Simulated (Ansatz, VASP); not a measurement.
NaY: VASP beside Ansatz

```xyz
2
Lattice="3.5244 0.0000 0.0000 0.0000 3.5244 0.0000 0.0000 0.0000 3.5244" Properties=species:S:1:pos:R:3 pbc="T T T"
Na    0.0000    0.0000    0.0000
Y     1.7622    1.7622    1.7622
```

Change from the starting cell: species swapped into the HoAu type (Pm-3m, No. 221).

Alike in both runs: task relaxation of cell and atoms; functional PBE; k mesh 6 × 6 × 6; occupations gaussian, width 0.1 eV; no spin polarisation.

|  | VASP | Ansatz |
| --- | --- | --- |
| version | VASP 6.6.1 | Ansatz 0.2.0 |
| potentials or method | VASP PAW PBE potentials, release 64 (Na_pv, Y_sv) | scalar-relativistic, plane waves, PAW |
| plane-wave cutoff (eV) | 600 | 420 |
| valence electrons in the cell | 18 | 20 |

|  | VASP | Ansatz | Ansatz less VASP |
| --- | --- | --- | --- |
| gap on the k mesh at the Fermi level, each at its own relaxed structure (eV) | none | none | - |
| relaxed volume (Å³/atom) | 32.25 | 31.82 | -0.436 |
| relaxed cell length with the largest relative difference (Å) | 4.010 | 3.992 | -0.0181 |
| energy change over the relaxation (meV/atom) | -447 | -449 | -1.9 |

A gap of «none» marks a metal or a gap that the smearing closes. The two sets of potentials don't hold the same shells in valence.

Caveats: the volume moved by over 15 % at a fixed basis, so the end points are rough (VASP).
